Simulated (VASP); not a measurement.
These are PBEsol GGA, VASP's PBE PAW potentials (set 64) (plane waves; VASP) values and carry that method's errors.

Input for VASP

### POSCAR
```
PbO
1
    3.9897209458     0.0000000000     0.0000000000
    0.0000000000     3.9897209458     0.0000000000
    0.0000000000     0.0000000000     5.0319030177
Pb O
2 2
Direct
  0.5000000000   0.0000000000   0.7642971501
  0.0000000000   0.5000000000   0.2357028499
  0.5000000000   0.5000000000   0.0000000000
  0.0000000000   0.0000000000   0.0000000000
```

### KPOINTS
```
Automatic mesh
0
Gamma
5 5 4
0 0 0
```

INCAR:
```
SYSTEM = PbO
PREC = Accurate
ENCUT = 520
EDIFF = 1E-8
NELM = 100
ALGO = Normal
LREAL = .FALSE.
LASPH = .TRUE.
ISMEAR = 0
SIGMA = 0.05
GGA = PS
LMAXMIX = 4
LWAVE = .FALSE.
LCHARG = .FALSE.
IBRION = 1
ISIF = 2
NSW = 30
EDIFFG = -0.001
```

POTCAR, in this order: Pb_d O (PBE.64 set). Program: vasp_std.

What VASP printed:

File OSZICAR:
```
       N       E                     dE             d eps       ncg     rms          rms(c)
DAV:   1     0.447723610871E+03    0.44772E+03   -0.20141E+04   864   0.196E+03
DAV:   2     0.315203150135E+02   -0.41620E+03   -0.40933E+03   928   0.490E+02
DAV:   3    -0.252045665589E+02   -0.56725E+02   -0.55915E+02  1168   0.194E+02
DAV:   4    -0.269264608167E+02   -0.17219E+01   -0.17211E+01   952   0.388E+01
DAV:   5    -0.269829610594E+02   -0.56500E-01   -0.56494E-01  1240   0.671E+00    0.114E+01
DAV:   6    -0.230971857575E+02    0.38858E+01   -0.31904E+01  1376   0.439E+01    0.526E+00
DAV:   7    -0.229161026433E+02    0.18108E+00   -0.30232E+00  1136   0.131E+01    0.248E+00
DAV:   8    -0.229092792549E+02    0.68234E-02   -0.86476E-01  1184   0.666E+00    0.137E+00
DAV:   9    -0.228723847292E+02    0.36895E-01   -0.19858E-01  1360   0.382E+00    0.262E-01
DAV:  10    -0.228741997940E+02   -0.18151E-02   -0.18568E-02   968   0.803E-01    0.521E-02
DAV:  11    -0.228742997234E+02   -0.99929E-04   -0.13373E-03  1512   0.275E-01    0.774E-02
DAV:  12    -0.228742308390E+02    0.68884E-04   -0.18966E-04  1248   0.158E-01    0.403E-02
DAV:  13    -0.228742168569E+02    0.13982E-04   -0.19738E-04  1368   0.124E-01    0.123E-02
DAV:  14    -0.228742145117E+02    0.23452E-05   -0.27348E-05  1296   0.592E-02    0.131E-03
DAV:  15    -0.228742145419E+02   -0.30229E-07   -0.15579E-06  1192   0.151E-02    0.104E-03
DAV:  16    -0.228742147012E+02   -0.15929E-06   -0.17193E-07  1240   0.471E-03    0.210E-04
DAV:  17    -0.228742147102E+02   -0.90222E-08   -0.82603E-09   656   0.816E-04
   1 F= -.22874215E+02 E0= -.22874215E+02  d E =-.228742E+02
       N       E                     dE             d eps       ncg     rms          rms(c)
DAV:   1    -0.228742168192E+02   -0.21180E-05   -0.55314E-03  1080   0.411E-01    0.530E-03
DAV:   2    -0.228742245889E+02   -0.77697E-05   -0.82972E-05  1208   0.859E-02    0.283E-03
DAV:   3    -0.228742246386E+02   -0.49671E-07   -0.16139E-06  1368   0.126E-02    0.141E-03
DAV:   4    -0.228742246530E+02   -0.14373E-07   -0.10193E-07  1176   0.481E-03    0.591E-04
DAV:   5    -0.228742246476E+02    0.54160E-08   -0.24307E-08   848   0.130E-03
   2 F= -.22874225E+02 E0= -.22874225E+02  d E =-.993734E-05
       N       E                     dE             d eps       ncg     rms          rms(c)
DAV:   1    -0.228742245686E+02    0.84380E-07   -0.41176E-04  1072   0.112E-01    0.139E-03
DAV:   2    -0.228742251594E+02   -0.59081E-06   -0.62191E-06  1224   0.236E-02    0.766E-04
DAV:   3    -0.228742251840E+02   -0.24581E-07   -0.10992E-07  1272   0.333E-03    0.399E-04
DAV:   4    -0.228742251958E+02   -0.11826E-07   -0.65327E-09   544   0.151E-03    0.155E-04
DAV:   5    -0.228742251945E+02    0.13388E-08   -0.45647E-09   528   0.646E-04
   3 F= -.22874225E+02 E0= -.22874225E+02  d E =-.546912E-06
```

**OUTCAR**
```
------------------------ aborting loop because EDIFF is reached ----------------------------------------
  FORCE on cell =-STRESS in cart. coord.  units (eV):
  Direction    XX          YY          ZZ          XY          YZ          ZX
  --------------------------------------------------------------------------------------
  Total        0.0147323      0.0147323      0.0367994      0.0000000      0.0000000      0.0000000
  in kB        0.2946880      0.2946880      0.7360948      0.0000000      0.0000000      0.0000000
  external PRESSURE =       0.4418236 kB  Pullay stress =       0.0000000 kB
  volume of cell :       80.10
      direct lattice vectors                 reciprocal lattice vectors
     3.989720946  0.000000000  0.000000000     0.250644096  0.000000000  0.000000000
     0.000000000  3.989720946  0.000000000     0.000000000  0.250644096  0.000000000
     0.000000000  0.000000000  5.031903018     0.000000000  0.000000000  0.198731970
 POSITION                                       TOTAL-FORCE (eV/Angst)
 -----------------------------------------------------------------------------------
      1.99486      0.00000      3.84666         0.000000     -0.000000     -0.000064
     -0.00000      1.99486      1.18525         0.000000     -0.000000      0.000064
      1.99486      1.99486      0.00000         0.000000     -0.000000      0.000000
     -0.00000     -0.00000      0.00000         0.000000      0.000000      0.000000
 -----------------------------------------------------------------------------------
    total drift:                                0.000000      0.000000      0.000000
  FREE ENERGIE OF THE ION-ELECTRON SYSTEM (eV)
  ---------------------------------------------------
  free  energy   TOTEN  =       -22.8742251945 eV

  energy  without entropy=      -22.8742251945  energy(sigma->0) =      -22.87422519

 reached required accuracy - stopping structural energy minimisation
```
(Selected blocks of OUTCAR.)

CONTCAR:
```
PbO
   1.00000000000000
     3.9897209457999998    0.0000000000000000    0.0000000000000000
     0.0000000000000000    3.9897209457999998    0.0000000000000000
     0.0000000000000000    0.0000000000000000    5.0319030177000004
  Pb              O
     2     2
Direct
     0.5000000000000000    0.0000000000000000    0.7644533485400392
    -0.0000000000000000    0.5000000000000000    0.2355466514599608
     0.5000000000000000    0.5000000000000000    0.0000000000000000
    -0.0000000000000000   -0.0000000000000000    0.0000000000000000
```

### OUTCAR
```
 val. band max:        4.8627812692   @ k =   0.0000   0.0000   0.0000

 cond. band min:       6.5363268467   @ k =   0.4000   0.4000   0.0000


 Fermi energy:         5.1355438717

 k-point     1 :       0.0000    0.0000    0.0000
  band No.  band energies     occupation
      1     -13.4129      2.00000
      2     -12.8709      2.00000
      3     -11.0514      2.00000
      4     -11.0514      2.00000
      5     -10.9875      2.00000
      6     -10.9693      2.00000
      7     -10.8878      2.00000
      8     -10.8216      2.00000
      9     -10.8216      2.00000
     10     -10.8178      2.00000
     11     -10.7868      2.00000
     12      -9.4324      2.00000
     13      -2.3227      2.00000
     14      -1.7656      2.00000
     15       0.5971      2.00000
     16       0.5971      2.00000
     17       3.1966      2.00000
     18       3.2232      2.00000
     19       3.2232      2.00000
     20       4.8628      2.00000
     21       7.1610      0.00000
     22      10.2359      0.00000
     23      10.5118      0.00000
     24      10.5118      0.00000

 k-point     2 :       0.2000    0.0000    0.0000
  band No.  band energies     occupation
      1     -13.3297      2.00000
      2     -12.8991      2.00000
      3     -11.0330      2.00000
      4     -11.0278      2.00000
      5     -10.9588      2.00000
      6     -10.9461      2.00000
      7     -10.9022      2.00000
      8     -10.8370      2.00000
      9     -10.8288      2.00000
     10     -10.8028      2.00000
     11     -10.7088      2.00000
     12      -9.5440      2.00000
     13      -2.4729      2.00000
     14      -1.7889      2.00000
     15       0.7494      2.00000
     16       0.8354      2.00000
     17       2.5464      2.00000
     18       2.9559      2.00000
     19       3.0728      2.00000
     20       4.8156      2.00000
     21       8.0816      0.00000
     22       8.7411      0.00000
     23      10.4359      0.00000
     24      10.7170      0.00000
...
```

Without a dispersion term in the relaxation, distances and binding between the weakly bound layers, chains or molecules are unreliable, and so is what depends on them. Unless said otherwise, spin-orbit coupling is left out, though it shifts the bands of the heavy elements here.

The compound is PbO in the litharge structure. This run relaxes the ions in a fixed cell. Symmetry was kept, so distortions that lower it aren't found. The start is the result of an earlier pass.
